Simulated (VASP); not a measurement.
Consider the following.

```
CELL_PARAMETERS angstrom
      1.98564    -3.43924     0.00000
      1.98564     3.43924     0.00000
      0.00000     0.00000     5.16129
ATOMIC_POSITIONS crystal
  Ni 0.00000 0.00000 0.50000
  Ni 0.00000 0.00000 0.00000
  Sb 0.33333 0.66667 0.25000
  Sb 0.66667 0.33333 0.75000
```

Calculation: PBE GGA, VASP's PBE PAW potentials (set 64) (plane waves; VASP). Settings: 400 eV cut-off, Gaussian smearing of 0.050 eV, potentials Ni Sb.

Problem. Give the energies of bands 5 to 18 at the high-symmetry points, in eV from the Fermi level.

Solution. 
| band | Γ | M | K | A | L | H |
|---|---|---|---|---|---|---|
| 5 | -3.79 | -3.37 | -4.25 | -3.04 | -3.16 | -4.97 |
| 6 | -3.04 | -3.09 | -3.06 | -3.04 | -3.16 | -4.97 |
| 7 | -2.46 | -3.05 | -3.06 | -2.70 | -2.73 | -2.65 |
| 8 | -2.46 | -3.04 | -2.58 | -2.70 | -2.73 | -2.65 |
| 9 | -2.02 | -2.81 | -1.95 | -2.00 | -1.89 | -1.98 |
| 10 | -2.02 | -2.07 | -1.91 | -2.00 | -1.89 | -1.98 |
| 11 | -1.27 | -2.00 | -1.91 | -2.00 | -1.83 | -1.92 |
| 12 | -1.27 | -1.78 | -1.54 | -2.00 | -1.83 | -1.92 |
| 13 | -0.02 | -1.53 | -1.30 | 0.19 | -1.73 | -1.36 |
| 14 | 0.56 | -1.33 | -1.30 | 0.19 | -1.73 | -1.36 |
| 15 | 0.57 | -1.26 | -0.57 | 2.01 | 0.20 | -1.23 |
| 16 | 2.40 | -0.40 | -0.57 | 2.01 | 0.20 | -1.23 |
| 17 | 2.40 | 1.12 | 0.61 | 2.01 | 1.61 | 4.14 |
| 18 | 3.09 | 3.42 | 0.61 | 2.01 | 1.61 | 4.14 |

It has no gap at this level: it comes out as a metal or semimetal.

The compound is NiSb in the NiAs type structure. It was relaxed first. The run is not spin-polarised, so no magnetic state was tried.
